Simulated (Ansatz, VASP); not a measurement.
# V (V(111)) in two plane-wave programs, part 2 of 3

One calculation is typed for both programs; each brings its own data sets and cutoff. How far apart do they land?

VASP 6.6.1 and Ansatz 0.2.0.

So far: Set-up; Ansatz: single point, PBE.

In doubt: warnings of the run leave room for a lower electronic state (steps 2, 3), so energies may not be the lowest and differences between runs may mislead.

### 3. VASP: single point, PBE

Level of this step: PBE, spin-polarised from a ferromagnetic start; plane waves and PAW (V) (VASP).

The same cell, functional, mesh and smearing now go to VASP, with its own data sets and cutoff.

Lines of VASP's logs that name or quote its potential files are left out, and so is its time.

The input, INCAR:

```
SYSTEM = V
PREC = Normal
ENCUT = 350
EDIFF = 1E-06
NELM = 120
ISMEAR = 1
SIGMA = 0.4
LREAL = .FALSE.
ALGO = Normal
GGA = PE
NBANDS = 44
ISPIN = 2
MAGMOM = 2 2 2 2 2 2 2 2 2 2 2
LMAXMIX = 4
LORBIT = 11
LWAVE = .FALSE.
LCHARG = .FALSE.
KPAR = 4
IDIPOL = 3
LDIPOL = .TRUE.
DIPOL = 0.5 0.5 0.5
LVHAR = .TRUE.
LVACPOTAV = .TRUE.
```

The input, POSCAR:

```
V
1.0
    4.2709249584      0.0000000000      0.0000000000
    2.1354624792      3.6987295116      0.0000000000
    0.0000000000      0.0000000000     26.7179890648
V
11
Direct
    0.6666666667      0.6666666667      0.3368516986
    0.0000000000      0.0000000000      0.3694813589
    0.3333333333      0.3333333333      0.4021110192
    0.6666666667      0.6666666667      0.4347406794
    0.0000000000      0.0000000000      0.4673703397
    0.3333333333      0.3333333333      0.5000000000
    0.6666666667      0.6666666667      0.5326296603
    0.0000000000      0.0000000000      0.5652593206
    0.3333333333      0.3333333333      0.5978889808
    0.6666666667      0.6666666667      0.6305186411
    0.0000000000      0.0000000000      0.6631483014
```

The input, KPOINTS:

```
Automatic mesh
0
Gamma
9 9 1
0 0 0
```

Potentials, in the order of the species: V (PBE family, release 64).

On the command line:

```sh
$ mpirun -np 4 vasp_std
```

Numbers of over 12 decimals in the logs are rounded to 6 here.

The program printed:

```text
[banner, memory and clock lines left out]
running    4 mpi-ranks, on    1 nodes
 distrk:  each k-point on    1 cores,    4 groups
 distr:  one band on    1 cores,    1 groups

 POSCAR found type information on POSCAR V
 POSCAR found :  1 types and      11 ions
 LDA part: xc-table for (Slater+PW92), standard interpolation
 POSCAR, INCAR and KPOINTS ok, starting setup
 FFT: planning ... GRIDC
 FFT: planning ... GRID_SOFT
 FFT: planning ... GRID
 WAVECAR not read
 entering main loop
       N       E                     dE             d eps       ncg     rms          rms(c)
DAV:   1     0.367821577755E+03    0.36782E+03   -0.14453E+04  2112   0.834E+02
DAV:   2    -0.516194362807E+02   -0.41944E+03   -0.39086E+03  2112   0.245E+02
DAV:   3    -0.104992248696E+03   -0.53373E+02   -0.49116E+02  3336   0.105E+02
DAV:   4    -0.109224644649E+03   -0.42324E+01   -0.40444E+01  3316   0.408E+01
DAV:   5    -0.109385075426E+03   -0.16043E+00   -0.15729E+00  3504   0.675E+00    0.393E+01
DAV:   6    -0.203860070664E+03   -0.94475E+02   -0.94389E+02  4224   0.151E+02    0.135E+02
DAV:   7    -0.973845463299E+02    0.10648E+03   -0.26294E+02  3568   0.116E+02    0.477E+01
DAV:   8    -0.103916886184E+03   -0.65323E+01   -0.44426E+02  4156   0.187E+02    0.339E+01
DAV:   9    -0.936353581583E+02    0.10282E+02   -0.13338E+02  3976   0.100E+02    0.328E+01
DAV:  10    -0.833908628220E+02    0.10244E+02   -0.48735E+01  3668   0.608E+01    0.185E+01
DAV:  11    -0.822133460634E+02    0.11775E+01   -0.81786E+00  3616   0.242E+01    0.142E+01
DAV:  12    -0.816886313131E+02    0.52471E+00   -0.27422E+00  3632   0.138E+01    0.128E+01
DAV:  13    -0.824926374642E+02   -0.80401E+00   -0.20744E+00  3600   0.107E+01    0.106E+01
DAV:  14    -0.834825810024E+02   -0.98994E+00   -0.40831E+00  3668   0.153E+01    0.102E+01
[...]
DAV:  43    -0.926389005157E+02   -0.23587E-03   -0.52084E-05  2744   0.231E-02    0.755E-03
DAV:  44    -0.926389712774E+02   -0.70762E-04   -0.15763E-05  2716   0.181E-02    0.548E-03
DAV:  45    -0.926390191239E+02   -0.47846E-04   -0.10045E-05  2384   0.112E-02    0.240E-03
DAV:  46    -0.926390347411E+02   -0.15617E-04   -0.38868E-06  2368   0.595E-03    0.353E-03
DAV:  47    -0.926390529863E+02   -0.18245E-04   -0.34157E-06  2096   0.634E-03    0.209E-03
DAV:  48    -0.926390624889E+02   -0.95026E-05   -0.12966E-06  2000   0.427E-03    0.173E-03
DAV:  49    -0.926390646800E+02   -0.21911E-05   -0.65082E-07  1752   0.295E-03    0.110E-03
DAV:  50    -0.926390654146E+02   -0.73462E-06   -0.24003E-07  1572   0.254E-03
|                                                                             |
|           W    W    AA    RRRRR   N    N  II  N    N   GGGG   !!!           |
|           W    W   A  A   R    R  NN   N  II  NN   N  G    G  !!!           |
|           W    W  A    A  R    R  N N  N  II  N N  N  G       !!!           |
|           W WW W  AAAAAA  RRRRR   N  N N  II  N  N N  G  GGG   !            |
|           WW  WW  A    A  R   R   N   NN  II  N   NN  G    G                |
|           W    W  A    A  R    R  N    N  II  N    N   GGGG   !!!           |
|                                                                             |
|     Did not find any points to average over, which means that no vacuum     |
|     field-free region was found. Please increase the size of  your cell     |
|     in the dimension of the dipole correction to obtain accurate            |
|     workfunction values.                                                    |
|                                                                             |

   1 F= -.92639065E+02 E0= -.92655769E+02  d E =0.501102E-01  mag=     3.8960
```

From OUTCAR (step 3):

```text
ion  position               nearest neighbor table
   1  0.667  0.667  0.337-   4 2.62   2 2.62   2 2.62   2 2.62   3 3.02   3 3.02   3 3.02
   2  0.000  0.000  0.369-   5 2.62   3 2.62   1 2.62   3 2.62   1 2.62   3 2.62   1 2.62   4 3.02
                             4 3.02   4 3.02
   3  0.333  0.333  0.402-   4 2.62   4 2.62   6 2.62   4 2.62   2 2.62   2 2.62   2 2.62   5 3.02
                             5 3.02   5 3.02   1 3.02   1 3.02   1 3.02
   4  0.667  0.667  0.435-   3 2.62   3 2.62   1 2.62   3 2.62   5 2.62   5 2.62   5 2.62   7 2.62
                             2 3.02   2 3.02   2 3.02   6 3.02   6 3.02   6 3.02
   5  0.000  0.000  0.467-   2 2.62   4 2.62   6 2.62   4 2.62   6 2.62   4 2.62   6 2.62   8 2.62
                             3 3.02   3 3.02   3 3.02   7 3.02   7 3.02   7 3.02
   6  0.333  0.333  0.500-   3 2.62   9 2.62   7 2.62   5 2.62   7 2.62   5 2.62   5 2.62   7 2.62
                             4 3.02   4 3.02   8 3.02   8 3.02   8 3.02   4 3.02
   7  0.667  0.667  0.533-  10 2.62   6 2.62   8 2.62   6 2.62   8 2.62   8 2.62   6 2.62   4 2.62
                             9 3.02   9 3.02   9 3.02   5 3.02   5 3.02   5 3.02
   8  0.000  0.000  0.565-   9 2.62  11 2.62   9 2.62   9 2.62   7 2.62   7 2.62   7 2.62   5 2.62
                            10 3.02  10 3.02  10 3.02   6 3.02   6 3.02   6 3.02
   9  0.333  0.333  0.598-   8 2.62   6 2.62   8 2.62   8 2.62  10 2.62  10 2.62  10 2.62   7 3.02
                             7 3.02   7 3.02  11 3.02  11 3.02  11 3.02
  10  0.667  0.667  0.631-   7 2.62   9 2.62   9 2.62  11 2.62  11 2.62  11 2.62   9 2.62   8 3.02
                             8 3.02   8 3.02
  11  0.000  0.000  0.663-   8 2.62  10 2.62  10 2.62  10 2.62   9 3.02   9 3.02   9 3.02

  LATTYP: Found a hexagonal cell.
 ALAT       =     4.2709249584
 C/A-ratio  =     6.2557851812

 Subroutine GETGRP returns: Found 12 space group operations
 (whereof  6 operations were pure point group operations)

The static configuration has the point symmetry C_3v.
 The point group associated with its full space group is D_3d.

 Found     12 irreducible k-points:

   k-points           NKPTS =     12   k-points in BZ     NKDIM =     12   number of bands    NBANDS=     44

   dimension x,y,z NGX =    20 NGY =   20 NGZ =  126
   dimension x,y,z NGXF=    40 NGYF=   40 NGZF=  252

   ENCUT  =  350.0 eV  25.72 Ry    5.07 a.u.   6.51  6.51 40.76*2*pi/ulx,y,z

   NELECT =      55.0000    total number of electrons

 k-points in reciprocal lattice and weights: Automatic mesh
   0.00000000  0.00000000  0.00000000       0.012
   0.11111111 -0.00000000  0.00000000       0.074
   0.22222222 -0.00000000  0.00000000       0.074
   0.33333333  0.00000000  0.00000000       0.074
   0.44444444 -0.00000000  0.00000000       0.074
   0.22222222  0.11111111  0.00000000       0.074
   0.33333333  0.11111111  0.00000000       0.148
   0.44444444  0.11111111  0.00000000       0.148
  -0.44444444  0.11111111  0.00000000       0.074
   0.44444444  0.22222222  0.00000000       0.074
  -0.44444444  0.22222222  0.00000000       0.148
  -0.33333333  0.33333333  0.00000000       0.025

 dipolmoment           0.000000      0.000000     -0.000000 electrons x Angstroem

 average (electrostatic) potential at core
       1 -45.7695       2 -45.6451       3 -45.6599       4 -45.6152       5 -45.5058
       6 -45.5416       7 -45.5058       8 -45.6152       9 -45.6599      10 -45.6451
      11 -45.7695

 E-fermi :  -0.0792

 spin component 1
 k-point     1 :       0.0000    0.0000    0.0000
  band No.  band energies     occupation
    ...
     27      -0.5692      1.03546
     28      -0.3013      0.89890
     29      -0.2888      0.88304
     30      -0.2830      0.87532
     31      -0.2830      0.87532
     32       0.1257      0.12320
     33       0.1257      0.12320
     34       0.7383     -0.00692
     35       0.9168     -0.00121
     36       0.9168     -0.00121
    ...

 k-point     2 :       0.1111   -0.0000    0.0000
  band No.  band energies     occupation
    ...
     27      -0.4471      1.01468
     28      -0.3122      0.91206
     29      -0.2833      0.87573
     30      -0.2484      0.82493
     31      -0.1588      0.66468
     32       0.1150      0.13797
     33       0.2535      0.00225
     34       0.7419     -0.00672
     35       0.9037     -0.00140
     36       0.9191     -0.00118
    ...

 k-point     3 :       0.2222   -0.0000    0.0000
  band No.  band energies     occupation
    ...
     26      -0.4232      1.00387
     27      -0.3719      0.97050
     28      -0.2649      0.84989
     29      -0.2157      0.77105
     30      -0.0804      0.50266
     31       0.0353      0.26839
     32       0.0995      0.16052
     33       0.5470     -0.02467
     34       0.7730     -0.00513
     35       0.8400     -0.00272
    ...

 k-point     4 :       0.3333    0.0000    0.0000
  band No.  band energies     occupation
    ...
     25      -0.5623      1.03541
     26      -0.3904      0.98419
     27      -0.2620      0.84556
     28      -0.1935      0.73121
     29      -0.1857      0.71668
     30       0.0710      0.20564
     31       0.1545      0.08721
     32       0.2467      0.00627
     33       0.4321     -0.03505
     34       0.7878     -0.00448
    ...

 k-point     5 :       0.4444   -0.0000    0.0000
  band No.  band energies     occupation
    ...
     25      -0.7028      1.02496
     26      -0.4675      1.02182
     27      -0.4423      1.01272
     28      -0.3380      0.93995
     29      -0.2305      0.79613
     30      -0.0390      0.41545
     31       0.1134      0.14026
     32       0.3121     -0.02272
     33       0.3313     -0.02764
     34       0.5329     -0.02628
    ...

 k-point     6 :       0.2222    0.1111    0.0000
  band No.  band energies     occupation
    ...
     27      -0.3172      0.91776
     28      -0.3158      0.91621
     29      -0.2262      0.78899
     30      -0.0911      0.52509
     31      -0.0874      0.51743
     32       0.1067      0.14990
     33       0.4811     -0.03175
     34       0.7636     -0.00557
     35       0.8350     -0.00286
     36       0.9310     -0.00103
    ...

  Total      -11.2463975    -11.2463975    -10.8525813      0.0000000      0.0000000      0.0000000
  in kB      -42.6919243    -42.6919243    -41.1969772      0.0000000      0.0000000      0.0000000
  external PRESSURE =     -42.1936086 kB  Pullay stress =       0.0000000 kB

  energy-cutoff  :      350.00
  volume of cell :      422.06
      direct lattice vectors                 reciprocal lattice vectors
     4.270924958  0.000000000  0.000000000     0.234141318 -0.135181553  0.000000000
     2.135462479  3.698729512  0.000000000     0.000000000  0.270363106  0.000000000
     0.000000000  0.000000000 26.717989065     0.000000000  0.000000000  0.037427967

 POSITION                                       TOTAL-FORCE (eV/Angst)
 -----------------------------------------------------------------------------------
      4.27092      2.46582      9.00000         0.000000     -0.000000      1.021093
      0.00000      0.00000      9.87180        -0.000000      0.000000      0.882449
      2.13546      1.23291     10.74360        -0.000000      0.000000     -0.424978
      4.27092      2.46582     11.61540        -0.000000      0.000000     -0.417480
      0.00000      0.00000     12.48720        -0.000000      0.000000     -0.310584
      2.13546      1.23291     13.35899         0.000000     -0.000000      0.000000
      4.27092      2.46582     14.23079         0.000000      0.000000      0.310584
      0.00000      0.00000     15.10259         0.000000     -0.000000      0.417480
      2.13546      1.23291     15.97439         0.000000      0.000000      0.424978
      4.27092      2.46582     16.84619         0.000000      0.000000     -0.882449
      0.00000      0.00000     17.71799        -0.000000      0.000000     -1.021093
 -----------------------------------------------------------------------------------
    total drift:                               -0.000001     -0.000001     -0.000032

  FREE ENERGIE OF THE ION-ELECTRON SYSTEM (eV)
  ---------------------------------------------------
  free  energy   TOTEN  =       -92.6390654146 eV

  energy  without entropy=      -92.6891755776  energy(sigma->0) =      -92.65576880

 vacuum level on the upper side and lower side of the slab         3.605         3.605

 total charge
# of ion       s       p       d       tot
------------------------------------------
    1        0.494   0.295   3.383   4.172
    2        0.556   0.475   3.514   4.545
    3        0.545   0.597   3.450   4.592
    4        0.558   0.650   3.481   4.688
    5        0.562   0.647   3.495   4.704
    6        0.563   0.654   3.482   4.699
    7        0.562   0.647   3.495   4.704
    8        0.558   0.650   3.481   4.688
    9        0.545   0.597   3.450   4.592
   10        0.556   0.475   3.514   4.545
   11        0.494   0.295   3.383   4.172
--------------------------------------------------
tot          5.993   5.982  38.126  50.101

 magnetization (x)
# of ion       s       p       d       tot
------------------------------------------
    1        0.047   0.051   2.088   2.187
    2        0.010   0.050   0.015   0.075
    3       -0.023  -0.049  -0.646  -0.718
    4        0.004   0.009   0.149   0.162
    5        0.005   0.008   0.026   0.039
    6       -0.001  -0.004  -0.021  -0.026
    7        0.005   0.008   0.026   0.039
    8        0.004   0.009   0.149   0.162
    9       -0.023  -0.049  -0.646  -0.718
   10        0.010   0.050   0.015   0.075
   11        0.047   0.051   2.088   2.187
--------------------------------------------------
tot          0.084   0.136   3.242   3.461

[... 6 further parts left out ...]
```

### 4. Side by side

Known differences besides the PAW data sets themselves: the data sets hold 143 valence electrons in Ansatz (default PAW (the set named soft_2) files) and 55 in VASP; the cutoff is 420 eV in Ansatz and 350 eV in VASP (PREC = Normal); VASP leaves aspherical gradient terms in its spheres out (LASPH is not set), Ansatz keeps them; site moments are counted in spheres of each program's own size. Total energies have different zeros and are not compared.

Compared:

```
                                   quantity  Ansatz   VASP  difference
                          total moment (μB)    0.00   3.90       -3.90
                          moment on V1 (μB)   -1.92   2.19       -4.10
                         moment on V11 (μB)    1.92   2.19       -0.27
                          moment on V9 (μB)   -0.61  -0.72       +0.11
                          moment on V3 (μB)    0.61  -0.72       +1.33
                          moment on V4 (μB)   -0.23   0.16       -0.39
                          moment on V8 (μB)    0.23   0.16       +0.07
                          moment on V2 (μB)   -0.01   0.07       -0.09
                         moment on V10 (μB)    0.01   0.07       -0.06
 work function, lower of the two faces (eV)    3.71   3.68       +0.02
work function, higher of the two faces (eV)    3.71   3.68       +0.02
```

Forces on 10 of the 11 atoms, picked by the larger force of the two programs (eV/Å; atoms numbered as in POSCAR):

```
atom        Ansatz x, y, z          VASP x, y, z
  V1   0.000, 0.000, 0.895   0.000, 0.000, 1.021
  V2   0.000, 0.000, 0.790   0.000, 0.000, 0.882
  V3  0.000, 0.000, -0.544  0.000, 0.000, -0.425
  V4  0.000, 0.000, -0.431  0.000, 0.000, -0.417
  V5  0.000, 0.000, -0.318  0.000, 0.000, -0.311
  V7   0.000, 0.000, 0.318   0.000, 0.000, 0.311
  V8   0.000, 0.000, 0.431   0.000, 0.000, 0.417
  V9   0.000, 0.000, 0.544   0.000, 0.000, 0.425
 V10  0.000, 0.000, -0.790  0.000, 0.000, -0.882
 V11  0.000, 0.000, -0.895  0.000, 0.000, -1.021
```

The forces differ by 49 meV/Å r.m.s., which is 13.1 % of the r.m.s. force of 0.37 eV/Å (both taken over all components). By their total or site moments the two runs ended in different magnetic states; the other differences may follow from that, so they don't measure the programs' precision.

### 5. Further runs

The difference is large enough to ask for its cause, so further runs change the set-up of one program at a time, as the table lists.

```
                                                                                             run  difference in moment on V1 (μB)
                                                                                        as above                             -4.1
a start from the moments at which VASP ended, with Ansatz's search for lower states switched off                            -0.29
                                                         Ansatz's larger PAW set (cutoff 930 eV)                             -4.1
                                                     norm-conserving potentials (cutoff 1143 eV)                            -0.22
```

(Part 2 of 3 ends here.)

[Lines on the potential files, build, host, timing and source positions are cut from VASP's logs without a mark.]

[Logs are printed without paths, hosts, clocks, repeated set-up lines and the standing remarks that a program may print on its own settings, such as how far it seeks lower states.]

[Hosts, paths, dates, database ids (printed as entryN), source tags and the programs' standing remarks are cut or masked in the printed files.]
